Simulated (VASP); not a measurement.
Input:

```xyz
3
Lattice="1.7701 -3.0659 0.0000 1.7701 3.0659 0.0000 0.0000 0.0000 5.7448" Properties=species:S:1:pos:R:3 pbc="T T T"
Pt     0.0000     0.0000     0.0000
S      1.7701     1.0220     1.2351
S      1.7701    -1.0220     4.5097
```

The numbers are results of revTPSS meta-GGA, VASP's PBE PAW potentials (set 64) (plane waves; VASP), not measurements. Settings: 520 eV cut-off, 8×8×5 Γ-centred mesh, tetrahedra with Blöchl corrections, potentials Pt S.

The cores are frozen, which limits the accuracy of field gradients. Without a dispersion term in the relaxation, distances and binding between the weakly bound layers, chains or molecules are unreliable, and so is what depends on them.

Question: Give the principal components of the electric field gradient (V/Å²) and the asymmetry η at each nucleus.

Answer: 
```
atom    Vxx    Vyy    Vzz     η
----  -----  -----  -----  ----
Pt1   -65.9  -65.9  131.8  0.00
S2     29.1   29.1  -58.2  0.00
S3     29.1   29.1  -58.2  0.00
```

The compound is PtS2 in the 1T layered structure. It was relaxed first, which changed the volume by +14 %.
